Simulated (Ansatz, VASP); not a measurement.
One calculation of Zr2CrN2, two programs

```xyz
10
Lattice="3.2062 0.0000 0.0000 0.0000 3.2062 0.0000 0.0000 0.0000 11.9096" Properties=species:S:1:pos:R:3 pbc="T T T"
Zr    0.0000    1.6031   10.7103
Zr    0.0000    1.6031    3.5045
Zr    1.6031    0.0000    8.4051
Zr    1.6031    0.0000    1.1993
Cr    0.0000    1.6031    6.5364
Cr    1.6031    0.0000    5.3733
N     0.0000    1.6031    8.4998
N     0.0000    1.6031    1.1393
N     1.6031    0.0000   10.7703
N     1.6031    0.0000    3.4098
```

Alike in both runs: functional PBE; k mesh 10 × 10 × 4; occupations gaussian, width 0.1 eV; no spin polarisation.

Ansatz relaxed the structure, and its values are those at the end. VASP's run is a single point on that final structure, the one shown.

```csv
,VASP,Ansatz
version,VASP 6.6.1,Ansatz 0.2.0
potentials or method,"VASP PAW PBE potentials, release 64 (Zr_sv, Cr_pv, N)","scalar-relativistic, plane waves, PAW"
plane-wave cutoff (eV),520,420
valence electrons in the cell,92,96
```

```tsv
	VASP	Ansatz	Ansatz less VASP
gap on the k mesh at the Fermi level (eV)	none	none	-
pressure (GPa)	0.3	0.0	-0.33
rms of the force components (eV/Å)	0.015	0.000	-0.0150
```

A gap of «none» marks a metal or a gap that the smearing closes. The functional is the same, so the differences come from potentials, cutoffs and numerics. The two sets of potentials don't hold the same shells in valence.

Caveats: the run has no spin polarisation, though such a crystal can be magnetic. Spin polarisation is off, so any magnetic state and its effect on volume and gap are missing.
